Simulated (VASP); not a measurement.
All values below come from vdW-DF-cx, VASP's PBE PAW potentials (set 64) (plane waves; VASP).

VASP input:

INCAR:
```
! general
SYSTEM    =  CdTe
PREC      =  Accurate
ENCUT     =  520
LREAL     =  F
LASPH     =  T

! electronic loop
EDIFF     =  1E-7
NELM      =  100
ALGO      =  Normal
LMAXMIX   =  4

! smearing
ISMEAR    =  -5

! functional
GGA       =  CX
LUSE_VDW  =  T
AGGAC     =  0.0

! ions
ISIF      =  2

! output
LWAVE     =  F
LCHARG    =  T
LORBIT    =  11
NEDOS     =  601
```

**KPOINTS**
```
Regular mesh
0
gamma
8 8 8
0 0 0
```

### POSCAR
```
CdTe
1.0
  0.0000000000   3.2610249488   3.2610249488
  3.2610249488   0.0000000000   3.2610249488
  3.2610249488   3.2610249488   0.0000000000
Cd Te
1 1
Cartesian
  0.0000000000   0.0000000000   0.0000000000
  1.6305124744   1.6305124744   1.6305124744
```

POTCAR, in this order: Cd Te (PBE.64 set). Program: vasp_std.

Output

**OUTCAR**
```
 ion  position               nearest neighbor table
   1  0.000  0.000  0.000-   2 2.82   2 2.82   2 2.82   2 2.82
   2  0.250  0.250  0.250-   1 2.82   1 2.82   1 2.82   1 2.82
  LATTYP: Found a face centered cubic cell.
 ALAT       =     6.5220498976
 Subroutine PRICEL returns:
 Original cell was already a primitive cell.
 Subroutine GETGRP returns: Found 24 space group operations
The static configuration has the point symmetry T_d .
The dynamic configuration has the point symmetry T_d .
 Subroutine INISYM returns: Found 24 space group operations
 Subroutine IBZKPT returns following result:
 Found     29 irreducible k-points:

 Following reciprocal coordinates:
            Coordinates               Weight
  0.000000  0.000000  0.000000      1.000000
  0.125000  0.000000  0.000000      8.000000
  0.250000  0.000000  0.000000      8.000000
  0.375000  0.000000  0.000000      8.000000
  0.500000  0.000000  0.000000      4.000000
  0.125000  0.125000  0.000000      6.000000
  0.250000  0.125000  0.000000     24.000000
  0.375000  0.125000  0.000000     24.000000
  0.500000  0.125000  0.000000     24.000000
...
```

### OSZICAR
```
       N       E                     dE             d eps       ncg     rms          rms(c)
DAV:   1     0.108357429716E+03    0.10836E+03   -0.83929E+03   754   0.120E+03
DAV:   2     0.409698980851E+01   -0.10426E+03   -0.10089E+03   849   0.276E+02
DAV:   3     0.532581969435E-01   -0.40437E+01   -0.40359E+01   914   0.578E+01
DAV:   4     0.152799431169E-01   -0.37978E-01   -0.37971E-01  1036   0.489E+00
DAV:   5     0.151786088250E-01   -0.10133E-03   -0.10133E-03   919   0.247E-01    0.541E+00
DAV:   6     0.239919663848E+00    0.22474E+00   -0.50686E-01   839   0.950E+00    0.448E+00
DAV:   7     0.253714536379E+00    0.13795E-01   -0.11305E-01   864   0.251E+00    0.178E+00
DAV:   8     0.253246418893E+00   -0.46812E-03   -0.96346E-03   764   0.137E+00    0.510E-01
DAV:   9     0.252948245042E+00   -0.29817E-03   -0.93881E-04   859   0.347E-01    0.109E-01
DAV:  10     0.252878022746E+00   -0.70222E-04   -0.13231E-04   827   0.122E-01    0.536E-02
DAV:  11     0.252833735062E+00   -0.44288E-04   -0.86475E-05   759   0.621E-02    0.359E-02
DAV:  12     0.252835380904E+00    0.16458E-05   -0.41977E-06   933   0.172E-02    0.175E-02
DAV:  13     0.252835347414E+00   -0.33490E-07   -0.60094E-07   799   0.467E-03
   1 F= 0.25283535E+00 E0= 0.25283535E+00  d E =0.000000E+00
```

### OUTCAR
```
------------------------ aborting loop because EDIFF is reached ----------------------------------------
  FORCE on cell =-STRESS in cart. coord.  units (eV):
  Direction    XX          YY          ZZ          XY          YZ          ZX
  --------------------------------------------------------------------------------------
  Total       -0.0041599     -0.0041599     -0.0041599      0.0000000      0.0000000      0.0000000
  in kB       -0.0960958     -0.0960958     -0.0960958      0.0000000      0.0000000      0.0000000
  external PRESSURE =      -0.0960958 kB  Pullay stress =       0.0000000 kB
  volume of cell :       69.36
      direct lattice vectors                 reciprocal lattice vectors
     0.000000000  3.261024949  3.261024949    -0.153326027  0.153326027  0.153326027
     3.261024949  0.000000000  3.261024949     0.153326027 -0.153326027  0.153326027
     3.261024949  3.261024949  0.000000000     0.153326027  0.153326027 -0.153326027
  FREE ENERGIE OF THE ION-ELECTRON SYSTEM (eV)
  ---------------------------------------------------
  free  energy   TOTEN  =         0.2528353474 eV

  energy  without entropy=        0.2528353474  energy(sigma->0) =        0.25283535

 total charge

# of ion       s       p       d       tot
------------------------------------------
    1        0.471   0.307   9.529  10.308
    2        1.353   2.039   0.020   3.412
--------------------------------------------------
tot          1.824   2.346   9.550  13.720
```
(Selected blocks of OUTCAR.)

OUTCAR:
```
 val. band max:        2.0717033403   @ k =   0.0000   0.0000   0.0000

 cond. band min:       2.6883610072   @ k =   0.0000   0.0000   0.0000


 Fermi energy:         2.0966666905

 k-point     1 :       0.0000    0.0000    0.0000
  band No.  band energies     occupation
      1      -9.0223      2.00000
      2      -6.1476      2.00000
      3      -6.1476      2.00000
      4      -6.1476      2.00000
      5      -5.9012      2.00000
      6      -5.9012      2.00000
      7       2.0717      2.00000
      8       2.0717      2.00000
      9       2.0717      2.00000
     10       2.6884      0.00000
     11       6.6461      0.00000
     12       6.6461      0.00000
     13       6.6461      0.00000

 k-point     2 :       0.1250    0.0000    0.0000
  band No.  band energies     occupation
      1      -8.9658      2.00000
      2      -6.1371      2.00000
      3      -6.1371      2.00000
      4      -6.1038      2.00000
      5      -5.9020      2.00000
      6      -5.9020      2.00000
      7       0.8319      2.00000
      8       1.9387      2.00000
      9       1.9387      2.00000
     10       3.5987      0.00000
     11       6.6161      0.00000
     12       6.8520      0.00000
     13       6.8520      0.00000

 k-point     3 :       0.2500    0.0000    0.0000
  band No.  band energies     occupation
      1      -8.8287      2.00000
      2      -6.1136      2.00000
      3      -6.1136      2.00000
      4      -5.9576      2.00000
      5      -5.9015      2.00000
      6      -5.9015      2.00000
      7      -0.6347      2.00000
      8       1.6565      2.00000
      9       1.6565      2.00000
     10       3.9561      0.00000
     11       7.1805      0.00000
     12       7.1805      0.00000
     13       7.3491      0.00000

 k-point     4 :       0.3750    0.0000    0.0000
  band No.  band energies     occupation
      1      -8.6927      2.00000
      2      -6.0942      2.00000
      3      -6.0942      2.00000
...
```

Unless said otherwise, spin-orbit coupling is left out, though it shifts the bands of the heavy elements here.

The compound is CdTe in the zinc blende structure. It was relaxed first.
